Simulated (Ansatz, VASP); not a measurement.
# Cross-check of SbP between VASP and Ansatz

Wanted: the spread between two codes on one cell, functional and k mesh. The cell is generated by rule, not measured, and may not be a known phase. The cell is taken from a series of runs on this material, whose earlier steps may have relaxed, scaled, displaced or heated it; both programs get it as it stands. Other levels of theory on this material are compared in a session of their own.

Main program and level: Ansatz 0.2.0; plane waves, with VASP 6.6.1 beside it; zone-centre phonons at PBEsol.

The structure was built from a prototype and need not be the compound's stable phase.

### Step 1. Starting point

It takes space group Pm-3m (No. 221, cubic). Conventional cell: a = 3.407 Å, b = 3.407 Å, c = 3.407 Å, α = 90.00°, β = 90.00°, γ = 90.00°. Nearest to Sb lie 8 P at 2.95 Å. Nearest to P lie 8 Sb at 2.95 Å. Farther neighbours are not listed.

As a file:

```xyz
2
Lattice="3.4073 0.0000 0.0000 0.0000 3.4073 0.0000 0.0000 0.0000 3.4073" Properties=species:S:1:pos:R:3 pbc="T T T"
Sb    0.0000    0.0000    0.0000
P     1.7037    1.7037    1.7037
```

### Step 2. VASP: zone-centre phonons, PBEsol

Second derivatives magnify differences that forces hide, and they need a tight electronic threshold.

Lines of VASP's logs that name or quote its potential files are left out, and so is its time.

The input, INCAR:

```
SYSTEM = SbP
PREC = Accurate
ENCUT = 500
EDIFF = 1E-08
NELM = 120
ISMEAR = 1
SIGMA = 0.15
LREAL = .FALSE.
ALGO = Normal
GGA = PS
NBANDS = 11
LORBIT = 11
LWAVE = .FALSE.
LCHARG = .FALSE.
ISIF = 2
IBRION = 8
LASPH = .TRUE.
GGA_COMPAT = .FALSE.
KPAR = 2
```

The input, POSCAR:

```
SbP
1.0
    3.4073349826      0.0000000000      0.0000000000
    0.0000000000      3.4073349826      0.0000000000
    0.0000000000      0.0000000000      3.4073349826
Sb P
1 1
Direct
    0.0000000000      0.0000000000      0.0000000000
    0.5000000000      0.5000000000      0.5000000000
```

The input, KPOINTS:

```
Automatic mesh
0
Gamma
12 12 12
0 0 0
```

The projector-augmented-wave data sets are Sb and P (PBE family, release 64).

Run with:

```sh
$ mpirun -np 2 vasp_std
```

Numbers of over 12 decimals in the logs are rounded to 6 here.

What it wrote:

```text
[banner, memory and clock lines left out]
running    2 mpi-ranks, on    1 nodes
 distrk:  each k-point on    1 cores,    2 groups
 distr:  one band on    1 cores,    1 groups

 POSCAR found type information on POSCAR SbP
 POSCAR found :  2 types and       2 ions
|                                                                             |
|               ----> ADVICE to this user running VASP <----                  |
|                                                                             |
|     You enforced a specific xc type in the INCAR file but a different       |
|     [... a line on the potential file left out ...]
|     I HOPE YOU KNOW WHAT YOU ARE DOING!                                     |
|                                                                             |

 LDA part: xc-table for (Slater+PW92), standard interpolation
 POSCAR, INCAR and KPOINTS ok, starting setup
 FFT: planning ... GRIDC
 FFT: planning ... GRID_SOFT
 FFT: planning ... GRID
 WAVECAR not read
 entering main loop
       N       E                     dE             d eps       ncg     rms          rms(c)
DAV:   1     0.244973603939E+02    0.24497E+02   -0.38384E+03  1848   0.704E+02
DAV:   2    -0.839116028250E+01   -0.32889E+02   -0.31811E+02  2543   0.113E+02
DAV:   3    -0.967152434981E+01   -0.12804E+01   -0.12599E+01  2263   0.229E+01
DAV:   4    -0.968117272959E+01   -0.96484E-02   -0.96358E-02  2133   0.234E+00
DAV:   5    -0.968125662842E+01   -0.83899E-04   -0.83896E-04  2217   0.227E-01    0.379E+00
DAV:   6    -0.956331398714E+01    0.11794E+00   -0.45423E-01  1967   0.250E+00    0.226E+00
DAV:   7    -0.955901929395E+01    0.42947E-02   -0.32174E-02  2204   0.969E-01    0.954E-01
DAV:   8    -0.955691062813E+01    0.21087E-02   -0.28615E-03  1995   0.290E-01    0.130E-01
DAV:   9    -0.955681535685E+01    0.95271E-04   -0.41127E-04  2178   0.105E-01    0.446E-02
DAV:  10    -0.955681646467E+01   -0.11078E-05   -0.23412E-05  2067   0.324E-02    0.977E-03
DAV:  11    -0.955681631547E+01    0.14921E-06   -0.18886E-06  2145   0.811E-03    0.271E-03
DAV:  12    -0.955681601912E+01    0.29635E-06   -0.49977E-08  2162   0.155E-03    0.688E-04
DAV:  13    -0.955681595283E+01    0.66285E-07   -0.45774E-09  1257   0.358E-04    0.334E-04
DAV:  14    -0.955681597584E+01   -0.23004E-07   -0.53189E-10  1092   0.146E-04    0.130E-04
DAV:  15    -0.955681597620E+01   -0.36630E-09   -0.68821E-11  1044   0.596E-05
   1 F= -.95568160E+01 E0= -.95569082E+01  d E =0.276635E-03
 Linear response reoptimize wavefunctions to high precision
DAV:   1    -0.955681597885E+01   -0.26467E-08   -0.86550E-12  1197   0.222E-05
DAV:   2    -0.955681597882E+01    0.29388E-10   -0.68225E-13  1032   0.928E-06
 Linear response DOF=           2
 Linear response progress:
  Degree of freedom:   1/  2
       N       E                     dE             d eps       ncg     rms          rms(c)
RMM:   1    -0.215852442187E-01   -0.21585E-01    0.46475E-03  8583   0.117E+00
RMM:   2    -0.205321452653E-01    0.10531E-02   -0.13637E-03  6913   0.249E-01    0.512E-02
RMM:   3    -0.204382915356E-01    0.93854E-04   -0.17143E-05  7109   0.308E-02    0.299E-02
RMM:   4    -0.203253328774E-01    0.11296E-03   -0.81639E-06  7092   0.168E-02    0.361E-03
RMM:   5    -0.203182526945E-01    0.70802E-05   -0.24505E-07  7275   0.312E-03    0.444E-04
RMM:   6    -0.203188926967E-01   -0.64000E-06   -0.49514E-09  7347   0.462E-04    0.193E-04
RMM:   7    -0.203194819689E-01   -0.58927E-06   -0.21473E-09  7039   0.207E-04    0.487E-05
RMM:   8    -0.203193555317E-01    0.12644E-06   -0.99241E-12  7586   0.477E-05    0.166E-05
RMM:   9    -0.203193453823E-01    0.10149E-07   -0.16739E-09  7594   0.136E-05    0.156E-06
RMM:  10    -0.203193431477E-01    0.22346E-08   -0.96224E-10  6485   0.556E-06    0.114E-06
 first order change of Fermi-energy   0.38911E-03
 force on displaced ion       1 direction 1 :   0.140  -0.000   0.000
 Linear response progress:
  Degree of freedom:   2/  2
       N       E                     dE             d eps       ncg     rms          rms(c)
RMM:   1    -0.442265055767E-01   -0.44227E-01    0.37757E-02  9633   0.133E+00
RMM:   2    -0.442814480186E-01   -0.54942E-04   -0.12976E-03  6881   0.235E-01    0.609E-02
RMM:   3    -0.443981103366E-01   -0.11666E-03   -0.38053E-05  6981   0.388E-02    0.322E-02
RMM:   4    -0.445265853582E-01   -0.12848E-03   -0.14102E-05  7003   0.210E-02    0.579E-03
RMM:   5    -0.445243850023E-01    0.22004E-05   -0.79990E-07  7224   0.580E-03    0.233E-03
RMM:   6    -0.445214031458E-01    0.29819E-05   -0.13469E-08  7225   0.815E-04    0.144E-03
RMM:   7    -0.445213390997E-01    0.64046E-07   -0.39830E-09  7363   0.315E-04    0.394E-05
RMM:   8    -0.445211325916E-01    0.20651E-06    0.43838E-10  7500   0.469E-05    0.129E-05
RMM:   9    -0.445210462132E-01    0.86378E-07    0.17157E-09  7465   0.227E-05    0.231E-06
RMM:  10    -0.445210532740E-01   -0.70608E-08   -0.14408E-08  6908   0.102E-05    0.124E-06
 first order change of Fermi-energy  -0.11198E-03
 force on displaced ion       2 direction 1 :   0.138   0.000  -0.000
 Linear response finished
```

OUTCAR, selected parts (step 2):

```text
ion  position               nearest neighbor table
   1  0.000  0.000  0.000-   2 2.95   2 2.95   2 2.95   2 2.95   2 2.95   2 2.95   2 2.95   2 2.95

  LATTYP: Found a simple cubic cell.
 ALAT       =     3.4073349826

 Subroutine GETGRP returns: Found 48 space group operations
 (whereof 48 operations were pure point group operations)

The static configuration has the point symmetry O_h .

 Found     84 irreducible k-points:

   k-points           NKPTS =     84   k-points in BZ     NKDIM =     84   number of bands    NBANDS=     11

   dimension x,y,z NGX =    28 NGY =   28 NGZ =   28
   dimension x,y,z NGXF=    56 NGYF=   56 NGZF=   56

   ENCUT  =  500.0 eV  36.75 Ry    6.06 a.u.   6.21  6.21  6.21*2*pi/ulx,y,z

   NELECT =      10.0000    total number of electrons

 k-points in reciprocal lattice and weights: Automatic mesh
   0.00000000  0.00000000  0.00000000       0.001
   0.08333333  0.00000000  0.00000000       0.003
   0.16666667  0.00000000  0.00000000       0.003
   0.25000000  0.00000000  0.00000000       0.003
   0.33333333  0.00000000  0.00000000       0.003
   0.41666667  0.00000000  0.00000000       0.003
   0.50000000  0.00000000  0.00000000       0.002
   0.08333333  0.08333333  0.00000000       0.007
   0.16666667  0.08333333  0.00000000       0.014
[...]
0.50000000  0.50000000  0.41666667       0.003
   0.50000000  0.50000000  0.50000000       0.001

 average (electrostatic) potential at core
       1 -83.6551       2 -79.5501

  Total       -0.0116403     -0.0116403     -0.0116403      0.0000000     -0.0000000      0.0000000
  in kB       -0.4714442     -0.4714442     -0.4714442      0.0000000     -0.0000000      0.0000000
  external PRESSURE =      -0.4714442 kB  Pullay stress =       0.0000000 kB

  energy-cutoff  :      500.00
  volume of cell :       39.56
      direct lattice vectors                 reciprocal lattice vectors
     3.407334983  0.000000000  0.000000000     0.293484499  0.000000000  0.000000000
     0.000000000  3.407334983  0.000000000     0.000000000  0.293484499  0.000000000
     0.000000000  0.000000000  3.407334983     0.000000000  0.000000000  0.293484499

 POSITION                                       TOTAL-FORCE (eV/Angst)
 -----------------------------------------------------------------------------------
      0.00000      0.00000      0.00000         0.000000      0.000000      0.000000
      1.70367      1.70367      1.70367         0.000000      0.000000      0.000000
 -----------------------------------------------------------------------------------
    total drift:                               -0.000000      0.000000      0.000000

 Eigenvectors and eigenvalues of the dynamical matrix
 ----------------------------------------------------

   1 f  =    0.003474 THz     0.021828 2PiTHz    0.115880 cm-1     0.014367 meV
             X         Y         Z           dx          dy          dz
      0.000000  0.000000  0.000000    -0.148196    0.879111    0.000000
      1.703667  1.703667  1.703667    -0.075301    0.446690    0.000000

   2 f  =    0.003474 THz     0.021828 2PiTHz    0.115880 cm-1     0.014367 meV
             X         Y         Z           dx          dy          dz
      0.000000  0.000000  0.000000    -0.000000   -0.000000    0.891514
      1.703667  1.703667  1.703667     0.000000    0.000000    0.452993

   3 f  =    0.003474 THz     0.021828 2PiTHz    0.115880 cm-1     0.014367 meV
             X         Y         Z           dx          dy          dz
      0.000000  0.000000  0.000000    -0.879111   -0.148196   -0.000000
      1.703667  1.703667  1.703667    -0.446690   -0.075301    0.000000

   4 f/i=    1.170488 THz     7.354392 2PiTHz   39.043274 cm-1     4.840747 meV
             X         Y         Z           dx          dy          dz
      0.000000  0.000000  0.000000     0.000000    0.000000   -0.452993
      1.703667  1.703667  1.703667    -0.000000    0.000000    0.891514

   5 f/i=    1.170488 THz     7.354392 2PiTHz   39.043274 cm-1     4.840747 meV
             X         Y         Z           dx          dy          dz
      0.000000  0.000000  0.000000     0.000000   -0.452993   -0.000000
      1.703667  1.703667  1.703667     0.000000    0.891514    0.000000

   6 f/i=    1.170488 THz     7.354392 2PiTHz   39.043274 cm-1     4.840747 meV
             X         Y         Z           dx          dy          dz
      0.000000  0.000000  0.000000     0.452993   -0.000000    0.000000
      1.703667  1.703667  1.703667    -0.891514    0.000000    0.000000

 ELASTIC MODULI CONTR FROM IONIC RELAXATION (kBar)
 Direction    XX          YY          ZZ          XY          YZ          ZX
 --------------------------------------------------------------------------------
 XX           0.0000      0.0000      0.0000      0.0000      0.0000      0.0000
 YY           0.0000      0.0000      0.0000      0.0000      0.0000      0.0000
 ZZ           0.0000      0.0000      0.0000      0.0000      0.0000      0.0000
 XY           0.0000      0.0000      0.0000      0.0000      0.0000      0.0000
 YZ           0.0000      0.0000      0.0000      0.0000      0.0000      0.0000
 ZX           0.0000      0.0000      0.0000      0.0000      0.0000      0.0000
 --------------------------------------------------------------------------------
```

### Step 3. Ansatz: zone-centre phonons, PBEsol

Ansatz runs on its default PAW (the set named soft_2) files.

The same cell, functional, mesh and smearing now go to Ansatz, which takes its cutoff from its data sets.

The input, input.yaml:

```yaml
crystal:
  lattice:
    - [3.4073349826, 0.0, 0.0]
    - [0.0, 3.4073349826, 0.0]
    - [0.0, 0.0, 3.4073349826]
  atoms:
    - { symbol: Sb, position: [0.0, 0.0, 0.0] }
    - { symbol: P, position: [0.5, 0.5, 0.5] }
kpoints:
  mp_grid: { grid: [12, 12, 12] }
hamiltonian:
  xc: pbesol
scf:
  occupations: { method: methfessel_paxton, width: 0.15 }
output:
  eigenvalues: true
phonons:
  method: dfpt
```

Run with:

```sh
$ ansatz run input.yaml --threads 4 --pin off --max-ram 7168MiB --backend cpu --events-out ev --progress --plain --runs-dir out
```

What it wrote:

```text
Engine: ansatz 0.2.0, aarch64-unknown-linux-gnu
Pseudopotentials: kind: paw
Pseudopotential: Sb, paw, valence charge 15, recommended cutoff 420 eV (normal), Sb.paw.azcp
Pseudopotential: P, paw, valence charge 5, recommended cutoff 420 eV (normal), P.paw.azcp
Functional definition: PBEsol
  exchange = pbesol_x
  correlation = pbesol_c
Crystal: 2 atoms, lattice volume = 39.559 Å³
Basis set: ecut = 420 eV, 751 PW (Γ), exchange–correlation on 48×48×48 points (8 copies of the dense FFT grid, shifted against one another)
Bands: 14, of which v1, the nominal top of the filled ones, is band 10 counted from 1 (9 counted from 0)
Symmetry: 48 space group operations
k-points: 196 of 1728 (irreducible under 8 space group operations, time reversal used)
Non-local potential: Sb, projectors of the file, l = 0: 2, l = 1: 2, l = 2: 2, l = 3: 2
Non-local potential: P, projectors of the file, l = 0: 2, l = 1: 2, l = 2: 2
PAW form: soft (Blöchl's): semilocal exchange-correlation on the pseudo side does not see the compensation charge
PAW frozen core: Sb, regenerated for the run's functional, and the local potential with it (the file was generated under x = pbe(κ = 0.804, μ = 0.219515), c = pbe(β = 0.066725))
PAW frozen core: P, regenerated for the run's functional, and the local potential with it (the file was generated under x = pbe(κ = 0.804, μ = 0.219515), c = pbe(β = 0.066725))
PAW one-centre angular grid: Sb, 590 points (default); XC on 64 Gauss nodes
PAW one-centre angular grid: P, 110 points (default); XC on 64 Gauss nodes
Initial density: superposition of atomic densities (neutral atoms: chi_scale 0, normalization atom), corrected by the library's trained network
Initial wavefunctions: pseudopotential atomic-orbital guess
Functional: x = pbesol(κ = 0.804, μ = 0.123457), c = pbesol(β = 0.046)
SCF iter   1: F=—  HF=-7147.366557 eV  |F-HF|=—  |Δ(HF+E_count)|=         —  Δρ=7.32e-3  dr2=4.40e-2  ethr=1.77e-3  ⟨swp⟩=5.3  Hψ=15765  notcnv=0
preconditioner: auto → none  [metal: Δε(μ)=0.016 eV  Ē_g=9.622 eV  σ=0.150 eV  W_gap=0.09  n_scr=6 (ndim 8)  ℏωp=18.7 eV  f_vac=0.000  D(μ)=1.07/eV (n_scr^D=6)  sad-step TF]
SCF iter   2: F=—  HF=-7147.361216 eV  |F-HF|=—  |Δ(HF+E_count)|=   5.34e-3  S|Δr|=    0.00e0  Δρ=5.70e-3  dr2=2.81e-2  ethr=2.20e-4  ⟨swp⟩=1.0  Hψ=4320  notcnv=0
SCF iter   3: F=—  HF=-7147.354170 eV  |F-HF|=—  |Δ(HF+E_count)|=   7.05e-3  S|Δr|=    0.00e0  Δρ=1.85e-3  dr2=3.01e-3  ethr=1.40e-4  ⟨swp⟩=1.1  Hψ=2743  notcnv=0
SCF iter   4: F=—  HF=-7147.353589 eV  |F-HF|=—  |Δ(HF+E_count)|=   5.82e-4  S|Δr|=    0.00e0  Δρ=2.61e-4  dr2=3.04e-5  ethr=1.50e-5  ⟨swp⟩=2.0  Hψ=3413  notcnv=0
SCF iter   5: F=—  HF=-7147.353575 eV  |F-HF|=—  |Δ(HF+E_count)|=   1.37e-5  S|Δr|=    0.00e0  Δρ=7.78e-5  dr2=7.77e-7  ethr=1.52e-7  ⟨swp⟩=2.0  Hψ=4666  notcnv=0
SCF iter   6: F=—  HF=-7147.353575 eV  |F-HF|=—  |Δ(HF+E_count)|=   2.35e-7  S|Δr|=    0.00e0  Δρ=1.25e-5  dr2=1.27e-7  ethr=3.89e-9  ⟨swp⟩=2.0  Hψ=4717  notcnv=0
SCF iter   7: F=—  HF=-7147.353575 eV  |F-HF|=—  |Δ(HF+E_count)|=   3.38e-8  S|Δr|=    0.00e0  Δρ=2.10e-6  dr2=3.77e-9  ethr=6.33e-10  ⟨swp⟩=1.8  Hψ=3188  notcnv=0
SCF iter   8: F=—  HF=-7147.353575 eV  |F-HF|=—  |Δ(HF+E_count)|=  9.52e-10  S|Δr|=    0.00e0  Δρ=2.25e-7  dr2=3.20e-11  ethr=1.88e-11  ⟨swp⟩=2.0  Hψ=3364  notcnv=0
SCF iter   9: F=-7147.353575 eV  HF=-7147.353575 eV  |F-HF|=3.64e-12  |Δ(HF+E_count)|=  9.09e-12  S|Δr|=    0.00e0  Δρ=2.13e-8  dr2=1.96e-13  ethr=1.00e-12  ⟨swp⟩=8.0  Hψ=14287  notcnv=0
SCF 1 converged in 9 iterations: F = -7147.353575 eV  dr2 = 1.96e-13
  greatest PAW one-centre occupation: 0.997 electrons in one spin orbital (limit 2), on the Sb atom at site 0 (counted from 0), in its partial waves of l = 2
DFPT response loops at Γ: preconditioner auto → Kerker (q_TF=auto, 2.435 Å⁻¹) (partly filled bands, converged f_vac=0.000); β = 1.00, the filter's whole step (`scf.mixing.beta` (0.50) is not read by the response loops under this deck's `scf.mixing.preconditioner`; to damp them name `kerker` or `kerker_dos`, under which they read `scf.mixing.beta`, and type it under 1.00, their step now; both keys bind the ground state too); Broyden in place of MSR1
SCF converged after 9 iterations
Stability not checked: this state was not tested for a lower state beside it, because cold or Methfessel-Paxton smearing, or corrected tetrahedra, fill the levels in a way that the test cannot read (fill_not_monotonic; see scf.lower_state_search)
Free energy (F): -7147.353575 eV
Harris-Foulkes:  -7147.353575 eV  (|F-HF|=3.64e-12)
Internal energy: -7147.353937 eV  (E = F + TS)
E sigma→0 (E₀):  -7147.353665 eV
Entropy (-TS):   0.000362 eV (0.181 meV/atom)
Fermi energy:    11.929160 eV
--- Per-component energies (eV) ---
  E_band       = -111.410792
  E_kinetic    = 276.930024
  E_local      = -1507.055897  (includes V_loc(G=0)·N_el)
  E_nonlocal   = 397.735419
  E_hartree    = 689.584063
  E_xc         = -198.916637
  E_vxc        = -157.891153  (∫ρ·V_xc dr)
  E_paw        = -5053.002691  (= ΣΔE_a)
  E_vpaw       = -500.297327  (= ΣTr[D̂ρ^β])
  E_aug_tail   = 0.000001  (compensation charges beyond the density's cutoff)
  E_ewald      = -1753.006171
  E_core_change = 0.377953  (= ΣΔE_core)
  E_smearing   = 0.000362  (= −TS)
  E_closure    = -0.000000  (closes the sum)
  Σ components = -7147.353575   (vs F -7147.353575, Δ=0.00e0)
--- Band table (eV; the first three rows and the last of 196) ---
  k-point 0: bands = [... 6 lower, 6.9155, 9.6852, 9.6852, 9.6852, 14.9456, 14.9456, 18.5027, 18.5027]
  k-point 1: bands = [... 6 lower, 6.4993, 9.7283, 9.7716, 9.7716, 15.0222, 15.4907, 18.1563, 18.1733]
  k-point 2: bands = [... 6 lower, 5.4795, 9.9138, 10.0284, 10.0284, 15.2511, 16.4087, 17.3301, 17.3301]
  k-point 195: bands = [... 6 lower, 5.0699, 8.5798, 8.5798, 8.5798, 8.7281, 8.7281, 8.7281, 28.0563]
--- Phonons (Γ-DFPT): 2 representative perturbations + reference, on 196 of 1728 k-points (Σ response iterations 5) ---
  k mesh reduced under 8 symmetry operations, with k and −k counted as one. Each operation leaves every solved perturbation unchanged. A smaller set is not used because it would not reduce the number of displacements times k-points to solve
  ASR residual: 2.028e-5 → 0.000e0 eV/Å²; symmetrization residual: 3.447e-6 eV/Å²
  ASR residual per site (eV/Å²): 8.48e-6 2.03e-5
  Γ frequencies (cm⁻¹): -45.15 -45.15 -45.15 0.00 0.00 0.00
  non-analytic LO–TO correction: not included (Born effective charges unavailable; polar crystals: no LO–TO splitting at Γ)
```

In the SCF lines HF is the Harris–Foulkes energy and dr2 the Hartree energy of the density residual, in eV; the loop may stop once dr2 is under the threshold and the program's other checks hold. Hψ counts applications of the Hamiltonian.

### Step 4. Side by side

Known differences besides the potentials themselves: the data sets hold 20 valence electrons in Ansatz (on its default PAW (the set named soft_2) files) and 10 in VASP; the cutoff is 420 eV in Ansatz and 500 eV in VASP; Ansatz makes its cores anew for this functional, VASP keeps those of its PBE data sets. Total energies have different zeros and are not compared.

The two programs side by side:

| quantity | Ansatz | VASP | difference |
| --- | --- | --- | --- |
| optical mode 1 to 3 (imaginary, printed as negative) (cm⁻¹) | -45.1 | -39.0 | -6.1 |

Modes are paired by rising frequency, not by their patterns, so a pair may set unlike modes beside each other; they are those without the splitting of longitudinal modes.

### Step 5. Summary of results

| Quantity | Value |
| --- | --- |
| r.m.s. difference of the optical zone-centre modes, each program's sorted by frequency (zone-centre phonons, PBEsol) | 6.1 cm⁻¹ |

What this shows: The r.m.s. difference of the optical zone-centre modes, each program's sorted by frequency is 6.1 cm⁻¹ (zone-centre phonons, PBEsol). The data sets hold unlike numbers of valence electrons (20 in Ansatz and 10 in VASP), so part of the differences comes from the potentials. 6 further runs of this series are not shown here. Such differences can come from data sets, numerical settings and the points named under the comparisons, not from the functional's error against experiment.

[Lines on the potential files, build, host, timing and source positions are cut from VASP's logs without a mark.]

[Logs are printed without paths, hosts, clocks, repeated set-up lines and the standing remarks that a program may print on its own settings, such as how far it seeks lower states.]

[Hosts, paths, dates, database ids (printed as entryN), source tags and the programs' standing remarks are cut or masked in the printed files.]
